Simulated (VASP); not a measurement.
Here is the system:

```
CELL_PARAMETERS angstrom
      0.00000     3.15072     3.15072
      3.15072     0.00000     3.15072
      3.15072     3.15072     0.00000
ATOMIC_POSITIONS crystal
  Rb 0.00000 0.00000 0.00000
  Br 0.50000 0.50000 0.50000
```

Calculation: LDA (Ceperley-Alder, Perdew-Zunger), VASP's LDA PAW potentials (set 64) (plane waves; VASP). Settings: 500 eV cut-off, 7×7×7 Γ-centred mesh, Gaussian smearing of 0.050 eV, potentials Rb_sv Br.

Problem. What does the run give for the energy per atom (σ→0), pressure, band gap (on the k-mesh) with the smallest direct gap where there is one?

Solution. 
```json
{
 "band gap (on the k-mesh)": "4.67 eV",
 "smallest direct gap (on the k-mesh)": "4.67 eV",
 "energy per atom (σ→0)": "-3.283 eV/atom",
 "pressure": "4.96 GPa"
}
```

The compound is RbBr in the rock salt structure. It was relaxed first under an external pressure of 5 GPa.
